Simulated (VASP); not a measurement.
An input for Ansatz (written as the equivalent of a VASP run, and not itself run):

Ansatz 0.2 input:
```yaml
crystal:
  lattice:
    - [-1.5892486, 1.5892486, 3.8983370]
    - [1.5892486, -1.5892486, 3.8983370]
    - [1.5892486, 1.5892486, -3.8983370]
  atoms:
    - { symbol: Si, position: [0.6655014, 0.6655014, 1.0000000] }
    - { symbol: Si, position: [0.3344986, 0.3344986, 0.0000000] }
    - { symbol: Mo, position: [1.0000000, 1.0000000, 1.0000000] }
kpoints:
  mp_grid: { grid: [15, 15, 15] }
hamiltonian:
  xc: pbe
  dispersion: d3bj
  pseudopotentials: { kind: paw }
scf:
  occupations: { method: tetrahedron }
  max_iter: 100
output: { forces: true, stress: true, eigenvalues: true }
```

**Question.** Translate this input to VASP (INCAR, KPOINTS, POSCAR, choice of POTCAR).

**Answer.** This is not unique; one that fits is 
INCAR:
```
# general
SYSTEM  = MoSi2
PREC    = Accurate
ENCUT   = 520
LREAL   = F
LASPH   = T

# electronic loop
EDIFF   = 1E-7
NELM    = 100
ALGO    = Normal
LMAXMIX = 4

# smearing
ISMEAR  = -5

# functional
GGA     = PE
IVDW    = 12

# ions
ISIF    = 2

# output
LWAVE   = F
LCHARG  = T
LORBIT  = 11
NEDOS   = 601

# other
LEFG    = T
```

KPOINTS:
```
Automatic mesh
0
Gamma
15 15 15
0 0 0
```

### POSCAR
```
MoSi2
1
   -1.5892485640     1.5892485640     3.8983369506
    1.5892485640    -1.5892485640     3.8983369506
    1.5892485640     1.5892485640    -3.8983369506
Si Mo
2 1
Direct
  0.6655014272   0.6655014272   1.0000000000
  0.3344985728   0.3344985728   0.0000000000
  1.0000000000   1.0000000000   1.0000000000
```

POTCAR, in this order: Si Mo_sv (PBE.64 set). Program: vasp_std.

What does not carry over: each code has its own PAW files, so the cut-off isn't converted (ENCUT is set for VASP's; basis.ecutwfc is left out, and Ansatz then takes the one that its files recommend); Ansatz stops its SCF on the density residual and VASP on the energy change (EDIFF); the field gradients of LEFG aren't asked of the other code.

The compound is MoSi2 in the MoSi2 type structure. It was relaxed first.
